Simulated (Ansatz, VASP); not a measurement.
**One calculation of NaHgH2, two programs**

```xyz
4
Lattice="3.7038 0.0000 0.0000 0.0000 3.7038 0.0000 0.0000 0.0000 6.1417" Properties=species:S:1:pos:R:3 pbc="T T T"
Na    0.0000    0.0000    3.0709
Hg    0.0000    0.0000    0.0000
H     1.8519    1.8519    2.6836
H     1.8519    1.8519    3.4581
```

Alike in both runs: functional PBE; k mesh 12 × 12 × 8; occupations gaussian, width 0.1 eV; no spin polarisation.

Ansatz relaxed the structure, and its values are those at the end. VASP's run is a single point on that final structure, the one shown.

|  | VASP | Ansatz |
| --- | --- | --- |
| version | VASP 6.6.1 | Ansatz 0.2.0 |
| potentials or method | VASP PAW PBE potentials, release 64 (Na_pv, Hg, H) | scalar-relativistic, plane waves, PAW |
| plane-wave cutoff (eV) | 520 | 420 |
| valence electrons in the cell | 21 | 31 |

Ansatz gave:

```
gap on the k mesh at the Fermi level (eV) : none
pressure (GPa)                            : 0.0
```

Problem. Which values does VASP return?

Solution. gap on the k mesh at the Fermi level (eV): none; pressure (GPa): -0.1.

A gap of «none» marks a metal or a gap that the smearing closes. The two sets of potentials don't hold the same shells in valence.

The runs have no spin-orbit coupling, so splittings on Hg are missing.
